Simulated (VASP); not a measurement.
## Bi2Te3 (Tellurobismuthite): zone-centre modes, functional by functional

How much do the zone-centre frequencies of Bi2Te3 (Tellurobismuthite) depend on the functional? The starting structure is a measured crystal structure from the Crystallography Open Database.

Calculated with VASP 6.6.1; Kohn-Sham DFT with plane waves and PAW; LDA, PBEsol, PBE, PBEsol + D3(BJ), r2SCAN and r2SCAN + rVV10.

## 1. Set-up

The structure is trigonal, space group R-3m (No. 166). Conventional cell: a = 4.386 Å, b = 4.386 Å, c = 30.497 Å, α = 90.00°, β = 90.00°, γ = 120.00°. Nearest to Bi lie 6 Te at 3.07 to 3.25 Å. Nearest to Te lie 3 Bi at 3.07 Å. Nearest to Te lie 6 Bi at 3.25 Å. Farther neighbours and most contacts between anions are not listed.

## 2. Modes with LDA

LDA, the lowest rung, knows the local density alone. The cell comes from a relaxation at this level, not shown (163.66 Å³).

File INCAR:

```
SYSTEM = Bi2Te3
PREC = Accurate
ENCUT = 450
EDIFF = 1E-08
NELM = 100
ISMEAR = 0
SIGMA = 0.03
LREAL = .FALSE.
ALGO = Normal
GGA = CA
NBANDS = 30
LORBIT = 11
LWAVE = .FALSE.
LCHARG = .FALSE.
KPAR = 16
IBRION = 6
NFREE = 2
POTIM = 0.015
NSW = 1
ISIF = 2
```

File POSCAR:

```
Bi2Te3
1.0
   -4.3558127779      0.0000000000      0.0000000000
    2.1779063890     -3.7722445199      0.0000000000
    2.1779063890      1.2574148400      9.9601141949
Bi Te
2 3
Direct
    0.1994964963      0.5997482482      0.7992447445
    0.8005035037      0.4002517518      0.2007552555
    0.5824529043      0.7912264522      0.3736793564
    0.4175470957      0.2087735478      0.6263206436
    0.0000000000      0.0000000000      0.0000000000
```

File KPOINTS:

```
Automatic mesh
0
Gamma
6 6 6
0 0 0
```

The projector-augmented-wave data sets are Bi_d and Te (LDA family, release 64).

The run is started by

```console
$ mpirun -np 16 vasp_std
```

Output:

```text
[banner, memory and clock lines left out]
running   16 mpi-ranks, on    1 nodes
 distrk:  each k-point on    1 cores,   16 groups
 distr:  one band on    1 cores,    1 groups

 POSCAR found type information on POSCAR BiTe
 POSCAR found :  2 types and       5 ions
|                                                                             |
|           W    W    AA    RRRRR   N    N  II  N    N   GGGG   !!!           |
|           W    W   A  A   R    R  NN   N  II  NN   N  G    G  !!!           |
|           W    W  A    A  R    R  N N  N  II  N N  N  G       !!!           |
|           W WW W  AAAAAA  RRRRR   N  N N  II  N  N N  G  GGG   !            |
|           WW  WW  A    A  R   R   N   NN  II  N   NN  G    G                |
|           W    W  A    A  R    R  N    N  II  N    N   GGGG   !!!           |
|                                                                             |
|     For optimal performance we recommend to set                             |
|       NCORE = 2 up to number-of-cores-per-socket                            |
|     NCORE specifies how many cores store one orbital (NPAR=cpu/NCORE).      |
|     This setting can greatly improve the performance of VASP for DFT.       |
|     The default, NCORE=1 might be grossly inefficient on modern             |
|     multi-core architectures or massively parallel machines. Do your        |
|     Unfortunately you need to use the default for GW and RPA                |
|     calculations (for HF NCORE is supported but not extensively tested      |
|     yet).                                                                   |
|                                                                             |

 LDA part: xc-table for (Slater(with rela. corr.)+CA(PZ))
 , standard interpolation
 POSCAR, INCAR and KPOINTS ok, starting setup
 FFT: planning ... GRIDC
 FFT: planning ... GRID_SOFT
 FFT: planning ... GRID
 WAVECAR not read
 entering main loop
       N       E                     dE             d eps       ncg     rms          rms(c)
DAV:   1     0.418870831155E+03    0.41887E+03   -0.20201E+04  1928   0.141E+03
DAV:   2     0.238668524276E+02   -0.39500E+03   -0.38146E+03  2056   0.377E+02
DAV:   3    -0.199445186297E+02   -0.43811E+02   -0.41922E+02  2462   0.139E+02
DAV:   4    -0.217901969425E+02   -0.18457E+01   -0.18320E+01  2208   0.306E+01
DAV:   5    -0.218808250050E+02   -0.90628E-01   -0.90591E-01  2704   0.678E+00    0.830E+00
DAV:   6    -0.216161941090E+02    0.26463E+00   -0.39480E-01  2356   0.465E+00    0.611E+00
DAV:   7    -0.216105211169E+02    0.56730E-02   -0.20724E-01  2388   0.209E+00    0.915E-01
DAV:   8    -0.216074475349E+02    0.30736E-02   -0.28858E-02  2148   0.107E+00    0.521E-01
DAV:   9    -0.216067225596E+02    0.72498E-03   -0.38199E-03  2186   0.389E-01    0.345E-01
DAV:  10    -0.216067441793E+02   -0.21620E-04   -0.89229E-04  2160   0.157E-01    0.848E-02
DAV:  11    -0.216067306655E+02    0.13514E-04   -0.94716E-05  2292   0.668E-02    0.374E-02
DAV:  12    -0.216067348708E+02   -0.42054E-05   -0.37037E-05  2510   0.252E-02    0.269E-02
DAV:  13    -0.216067336328E+02    0.12380E-05   -0.36572E-06  2244   0.120E-02    0.105E-02
DAV:  14    -0.216067335017E+02    0.13111E-06   -0.85148E-07  2144   0.504E-03    0.165E-03
DAV:  15    -0.216067335190E+02   -0.17267E-07   -0.26906E-07  2030   0.222E-03    0.194E-03
DAV:  16    -0.216067335202E+02   -0.11851E-08   -0.22911E-08  1616   0.919E-04
   1 F= -.21606734E+02 E0= -.21606733E+02  d E =-.553104E-06
[... from here on, the cycles between the ionic steps are left out ...]
   2 F= -.21606421E+02 E0= -.21606420E+02  d E =-.547222E-06
   3 F= -.21606417E+02 E0= -.21606417E+02  d E =-.547000E-06
   4 F= -.21605946E+02 E0= -.21605946E+02  d E =-.277954E-06
   5 F= -.21605938E+02 E0= -.21605938E+02  d E =-.714100E-06
   6 F= -.21606318E+02 E0= -.21606318E+02  d E =-.558370E-06
   7 F= -.21606318E+02 E0= -.21606318E+02  d E =-.558443E-06
   8 F= -.21606101E+02 E0= -.21606101E+02  d E =-.352995E-06
   9 F= -.21606118E+02 E0= -.21606118E+02  d E =-.676808E-06
  10 F= -.21606398E+02 E0= -.21606397E+02  d E =-.550857E-06
  11 F= -.21606398E+02 E0= -.21606397E+02  d E =-.550905E-06
  12 F= -.21606250E+02 E0= -.21606250E+02  d E =-.508759E-06
 Finite differences progress:
  Degree of freedom:   6/  6
  Displacement:        1/  2
  Total:              11/ 12
 bond charge predicted
       N       E                     dE             d eps       ncg     rms          rms(c)
DAV:   1    -0.216053388914E+02    0.91095E-03   -0.41053E-01  1920   0.207E+00    0.207E-01
DAV:   2    -0.216062237648E+02   -0.88487E-03   -0.14082E-02  2446   0.599E-01    0.591E-02
DAV:   3    -0.216062516584E+02   -0.27894E-04   -0.81170E-04  2736   0.297E-01    0.579E-02
DAV:   4    -0.216062536001E+02   -0.19417E-05   -0.67663E-05  2248   0.441E-02    0.573E-02
DAV:   5    -0.216062502248E+02    0.33752E-05   -0.16296E-05  2100   0.425E-02    0.110E-02
DAV:   6    -0.216062499694E+02    0.25541E-06   -0.21833E-06  2296   0.962E-03    0.570E-03
DAV:   7    -0.216062498559E+02    0.11347E-06   -0.86487E-07  2302   0.117E-02    0.502E-03
DAV:   8    -0.216062498352E+02    0.20726E-07   -0.99390E-08  2220   0.294E-03    0.401E-03
DAV:   9    -0.216062498214E+02    0.13860E-07   -0.17440E-08  1404   0.949E-04    0.200E-03
DAV:  10    -0.216062498140E+02    0.73978E-08   -0.29327E-08  1832   0.216E-03
  13 F= -.21606250E+02 E0= -.21606250E+02  d E =-.508779E-06
 Finite differences progress:
  Degree of freedom:   6/  6
  Displacement:        2/  2
  Total:              12/ 12
```

It took 4.3 min on 16 MPI ranks of AMD EPYC 7R43, shared host; peak memory 11 GiB; 55 min of CPU time.

Lines that name or quote the potential files are left out of all logs, and their timing lines are given in words.

Parts of OUTCAR (step 2):

```text
ion  position               nearest neighbor table
   1  0.199  0.600  0.799-   4 3.05   4 3.05   4 3.05   5 3.21   5 3.21   5 3.21
   2  0.801  0.400  0.201-   3 3.05   3 3.05   3 3.05   5 3.21   5 3.21   5 3.21
   3  0.582  0.791  0.374-   2 3.05   2 3.05   2 3.05   4 3.56   4 3.56   4 3.56
   4  0.418  0.209  0.626-   1 3.05   1 3.05   1 3.05   3 3.56   3 3.56   3 3.56
   5  0.000  0.000  0.000-   1 3.21   2 3.21   2 3.21   1 3.21   2 3.21   1 3.21

  LATTYP: Found a trigonal (rhomboedric) cell.
 ALAT       =    10.2726940524
 COS(alpha) =     0.9101041371

 Subroutine GETGRP returns: Found 12 space group operations
 (whereof 12 operations were pure point group operations)

The static configuration has the point symmetry D_3d.

 Found     32 irreducible k-points:

   k-points           NKPTS =     32   k-points in BZ     NKDIM =     32   number of bands    NBANDS=     30

   dimension x,y,z NGX =    30 NGY =   30 NGZ =   72
   dimension x,y,z NGXF=    60 NGYF=   60 NGZF=  144

   ENCUT  =  450.0 eV  33.07 Ry    5.75 a.u.   7.53  7.53 17.77*2*pi/ulx,y,z

   NELECT =      48.0000    total number of electrons

 k-points in reciprocal lattice and weights: Automatic mesh
   0.00000000  0.00000000  0.00000000       0.005
   0.16666667 -0.00000000 -0.00000000       0.028
   0.33333333 -0.00000000 -0.00000000       0.028
   0.50000000 -0.00000000 -0.00000000       0.014
   0.00000000  0.16666667 -0.00000000       0.028
   0.16666667  0.16666667  0.00000000       0.056
   0.33333333  0.16666667 -0.00000000       0.056
   0.00000000  0.33333333  0.00000000       0.028
   0.16666667  0.33333333 -0.00000000       0.056
[...]
0.16666667  0.16666667  0.33333333       0.028
   0.00000000  0.00000000  0.50000000       0.005

 average (electrostatic) potential at core
       1-104.8630       2-104.8779       3 -88.7469       4 -88.7153       5 -88.5457

 E-fermi :   6.5585

 k-point     1 :       0.0000    0.0000    0.0000
  band No.  band energies     occupation
    ...
     20       4.6326      2.00000
     21       4.6326      2.00000
     22       5.5439      2.00000
     23       5.5439      2.00000
     24       6.4867      1.99929
     25       6.6303      0.00071
     26       6.9918      0.00000
     27       6.9918      0.00000
     28       8.3848      0.00000
     29       8.5773      0.00000
    ...

 k-point     2 :       0.1667   -0.0000   -0.0000
  band No.  band energies     occupation
    ...
     20       4.7268      2.00000
     21       4.8451      2.00000
     22       5.1939      2.00000
     23       5.4172      2.00000
     24       5.9773      2.00000
     25       7.4670      0.00000
     26       7.7425      0.00000
     27       7.7525      0.00000
     28       8.5667      0.00000
     29       8.7080      0.00000
    ...

 k-point     3 :       0.3333   -0.0000   -0.0000
  band No.  band energies     occupation
    ...
     20       4.1132      2.00000
     21       4.2155      2.00000
     22       4.7271      2.00000
     23       4.8190      2.00000
     24       4.9329      2.00000
     25       8.0384      0.00000
     26       8.4320      0.00000
     27       8.9585      0.00000
     28       9.0254      0.00000
     29       9.0384      0.00000
    ...

  Total        0.0032523      0.0032523      0.0012597     -0.0000000      0.0000000      0.0000000
  in kB        0.0318398      0.0318398      0.0123326     -0.0000000      0.0000000      0.0000000
  external PRESSURE =       0.0253374 kB  Pullay stress =       0.0000000 kB

  energy-cutoff  :      450.00
  volume of cell :      163.66
      direct lattice vectors                 reciprocal lattice vectors
    -4.355812778  0.000000000  0.000000000    -0.229578279 -0.132547081  0.066933637
     2.177906389 -3.772244520  0.000000000     0.000000000 -0.265094162  0.033466818
     2.177906389  1.257414840  9.960114195     0.000000000  0.000000000  0.100400455

 POSITION                                       TOTAL-FORCE (eV/Angst)
 -----------------------------------------------------------------------------------
      2.17791     -1.25741      7.96057        -0.000000     -0.000000     -0.019514
     -2.17791     -1.25741      1.99955        -0.000000     -0.000000     -0.019400
      0.00000     -2.51483      3.72189        -0.000000     -0.000000     -0.013240
      0.00000      0.00000      6.23823        -0.000000     -0.000000     -0.012382
     -0.00000      0.00000     -0.01500         0.000000      0.000000      0.064537
 -----------------------------------------------------------------------------------
    total drift:                               -0.000001     -0.000000     -0.000161

  FREE ENERGIE OF THE ION-ELECTRON SYSTEM (eV)
  ---------------------------------------------------
  free  energy   TOTEN  =       -21.6062498140 eV

  energy  without entropy=      -21.6062493052  energy(sigma->0) =      -21.60624956

 Eigenvectors and eigenvalues of the dynamical matrix
 ----------------------------------------------------

   1 f  =    4.242653 THz    26.657376 2PiTHz  141.519674 cm-1    17.546195 meV
             X         Y         Z           dx          dy          dz
      2.177906 -1.257415  7.960569     0.000000    0.000000    0.474024
     -2.177906 -1.257415  1.999545    -0.000000   -0.000000   -0.474024
      0.000000 -2.514830  3.721889     0.000000    0.000000    0.524691
      0.000000  0.000000  6.238225    -0.000000   -0.000000   -0.524691
      0.000000  0.000000  0.000000    -0.000000   -0.000000   -0.000000

   2 f  =    3.808800 THz    23.931399 2PiTHz  127.047906 cm-1    15.751926 meV
             X         Y         Z           dx          dy          dz
      2.177906 -1.257415  7.960569     0.000000    0.000000    0.426851
     -2.177906 -1.257415  1.999545     0.000000    0.000000    0.426851
      0.000000 -2.514830  3.721889    -0.000000   -0.000000   -0.563297
      0.000000  0.000000  6.238225    -0.000000   -0.000000   -0.563297
      0.000000  0.000000  0.000000     0.000000    0.000000    0.031458

   3 f  =    3.360168 THz    21.112559 2PiTHz  112.083143 cm-1    13.896532 meV
             X         Y         Z           dx          dy          dz
      2.177906 -1.257415  7.960569    -0.078542    0.361800   -0.000000
     -2.177906 -1.257415  1.999545     0.078542   -0.361800    0.000000
      0.000000 -2.514830  3.721889    -0.127804    0.588726   -0.000000
      0.000000  0.000000  6.238225     0.127804   -0.588726    0.000000
      0.000000  0.000000  0.000000     0.000000    0.000000    0.000000

   4 f  =    3.360168 THz    21.112559 2PiTHz  112.083143 cm-1    13.896532 meV
             X         Y         Z           dx          dy          dz
      2.177906 -1.257415  7.960569     0.361800    0.078542   -0.000000
     -2.177906 -1.257415  1.999545    -0.361800   -0.078542    0.000000
      0.000000 -2.514830  3.721889     0.588726    0.127804   -0.000000
      0.000000  0.000000  6.238225    -0.588726   -0.127804    0.000000
      0.000000  0.000000  0.000000     0.000000    0.000000    0.000000

   5 f  =    3.129182 THz    19.661230 2PiTHz  104.378274 cm-1    12.941251 meV
             X         Y         Z           dx          dy          dz
      2.177906 -1.257415  7.960569    -0.000000   -0.000000    0.237059
     -2.177906 -1.257415  1.999545    -0.000000   -0.000000    0.237059
      0.000000 -2.514830  3.721889     0.000000    0.000000    0.154042
      0.000000  0.000000  6.238225     0.000000    0.000000    0.154042
      0.000000  0.000000  0.000000    -0.000000   -0.000000   -0.916596

   6 f  =    3.016186 THz    18.951254 2PiTHz  100.609127 cm-1    12.473936 meV
             X         Y         Z           dx          dy          dz
      2.177906 -1.257415  7.960569    -0.031121    0.143363    0.000000
     -2.177906 -1.257415  1.999545    -0.031121    0.143363    0.000000
      0.000000 -2.514830  3.721889     0.109158   -0.502845    0.000000
      0.000000  0.000000  6.238225     0.109158   -0.502845    0.000000
      0.000000  0.000000  0.000000    -0.138692    0.638894   -0.000000

   7 f  =    3.016186 THz    18.951254 2PiTHz  100.609127 cm-1    12.473936 meV
             X         Y         Z           dx          dy          dz
      2.177906 -1.257415  7.960569    -0.143363   -0.031121   -0.000000
     -2.177906 -1.257415  1.999545    -0.143363   -0.031121   -0.000000
      0.000000 -2.514830  3.721889     0.502845    0.109158   -0.000000
      0.000000  0.000000  6.238225     0.502845    0.109158   -0.000000
      0.000000  0.000000  0.000000    -0.638894   -0.138692    0.000000

   8 f  =    2.105145 THz    13.227014 2PiTHz   70.220067 cm-1     8.706175 meV
             X         Y         Z           dx          dy          dz
      2.177906 -1.257415  7.960569    -0.098958    0.455859   -0.000000
     -2.177906 -1.257415  1.999545    -0.098958    0.455859   -0.000000
      0.000000 -2.514830  3.721889     0.058413   -0.269083    0.000000
      0.000000  0.000000  6.238225     0.058413   -0.269083    0.000000
      0.000000  0.000000  0.000000     0.136358   -0.628149    0.000000

   9 f  =    2.105145 THz    13.227014 2PiTHz   70.220067 cm-1     8.706175 meV
             X         Y         Z           dx          dy          dz
      2.177906 -1.257415  7.960569     0.455859    0.098958   -0.000000
     -2.177906 -1.257415  1.999545     0.455859    0.098958   -0.000000
      0.000000 -2.514830  3.721889    -0.269083   -0.058413    0.000000
      0.000000  0.000000  6.238225    -0.269083   -0.058413    0.000000
      0.000000  0.000000  0.000000    -0.628149   -0.136358    0.000000

  10 f  =    1.923507 THz    12.085752 2PiTHz   64.161292 cm-1     7.954983 meV
             X         Y         Z           dx          dy          dz
      2.177906 -1.257415  7.960569     0.000000    0.000000    0.524691
     -2.177906 -1.257415  1.999545    -0.000000   -0.000000   -0.524691
      0.000000 -2.514830  3.721889    -0.000000   -0.000000   -0.474024
      0.000000  0.000000  6.238225     0.000000    0.000000    0.474024
      0.000000  0.000000  0.000000    -0.000000    0.000000   -0.000000

  11 f  =    1.266600 THz     7.958285 2PiTHz   42.249240 cm-1     5.238236 meV
             X         Y         Z           dx          dy          dz
      2.177906 -1.257415  7.960569    -0.127800    0.588727   -0.000000
     -2.177906 -1.257415  1.999545     0.127800   -0.588727    0.000000
      0.000000 -2.514830  3.721889     0.078539   -0.361800    0.000000
      0.000000  0.000000  6.238225    -0.078539    0.361800   -0.000000
      0.000000  0.000000  0.000000    -0.000000    0.000000    0.000000

  12 f  =    1.266600 THz     7.958285 2PiTHz   42.249240 cm-1     5.238236 meV
             X         Y         Z           dx          dy          dz
      2.177906 -1.257415  7.960569     0.588727    0.127800   -0.000000
     -2.177906 -1.257415  1.999545    -0.588727   -0.127800    0.000000
      0.000000 -2.514830  3.721889    -0.361800   -0.078539    0.000000
      0.000000  0.000000  6.238225     0.361800    0.078539   -0.000000
      0.000000  0.000000  0.000000     0.000000    0.000000    0.000000

  13 f/i=    0.000433 THz     0.002723 2PiTHz    0.014458 cm-1     0.001793 meV
             X         Y         Z           dx          dy          dz
      2.177906 -1.257415  7.960569    -0.289099   -0.421071   -0.000000
     -2.177906 -1.257415  1.999545    -0.289099   -0.421071   -0.000000
      0.000000 -2.514830  3.721889    -0.225990   -0.329154   -0.000000
      0.000000  0.000000  6.238225    -0.225990   -0.329154   -0.000000
      0.000000  0.000000  0.000000    -0.225991   -0.329155   -0.000000

  14 f/i=    0.000433 THz     0.002723 2PiTHz    0.014458 cm-1     0.001793 meV
             X         Y         Z           dx          dy          dz
      2.177906 -1.257415  7.960569    -0.421071    0.289099    0.000000
     -2.177906 -1.257415  1.999545    -0.421071    0.289099    0.000000
      0.000000 -2.514830  3.721889    -0.329154    0.225990    0.000000
      0.000000  0.000000  6.238225    -0.329154    0.225990    0.000000
      0.000000  0.000000  0.000000    -0.329155    0.225991    0.000000

  15 f/i=    0.004530 THz     0.028461 2PiTHz    0.151093 cm-1     0.018733 meV
             X         Y         Z           dx          dy          dz
      2.177906 -1.257415  7.960569     0.000000   -0.000000    0.511470
     -2.177906 -1.257415  1.999545     0.000000   -0.000000    0.511470
      0.000000 -2.514830  3.721889     0.000000   -0.000000    0.398707
      0.000000  0.000000  6.238225     0.000000   -0.000000    0.398707
      0.000000  0.000000  0.000000     0.000000   -0.000000    0.398575

 ELASTIC MODULI CONTR FROM IONIC RELAXATION (kBar)
 Direction    XX          YY          ZZ          XY          YZ          ZX
 --------------------------------------------------------------------------------
 XX        -146.1525    -32.1249   -156.5765      0.0000    112.9415     -0.0000
 YY         -32.1249   -146.1525   -156.5765      0.0000   -112.9415      0.0000
 ZZ        -156.5765   -156.5765   -285.0053      0.0000     -0.0000     -0.0000
 XY           0.0000      0.0000      0.0000    -57.0138     -0.0000    112.9415
 YZ         112.9415   -112.9415     -0.0000     -0.0000   -223.7531      0.0000
 ZX          -0.0000      0.0000     -0.0000    112.9415      0.0000   -223.7532
 --------------------------------------------------------------------------------

 total charge
# of ion       s       p       d       tot
------------------------------------------
    1        1.598   1.171   9.947  12.715
    2        1.598   1.171   9.947  12.715
    3        1.415   1.916   0.030   3.360
    4        1.415   1.916   0.030   3.360
    5        1.395   1.981   0.027   3.402
--------------------------------------------------
tot          7.421   8.154  19.979  35.554

[... 3 further parts left out ...]
```

The last energy, forces, stress and levels in OUTCAR belong to the last displaced cell, not to the cell of POSCAR.

LDA: the zone-centre modes are A1g (2) 141.5, A2u (2) 127.0, Eg (2) 112.1, A2u (1) 104.4, Eu (2) 100.6, Eu (1) 70.2, A1g (1) 64.2, Eg (1) 42.2 cm⁻¹.

[end of part 1 of 3]

[Lines on the potential files, build, host, timing and source positions are cut from VASP's logs without a mark.]

[Logs are printed without paths, hosts, clocks, repeated set-up lines and the standing remarks that a program may print on its own settings, such as how far it seeks lower states.]

[Hosts, paths, dates, database ids (printed as entryN), source tags and the programs' standing remarks are cut or masked in the printed files.]
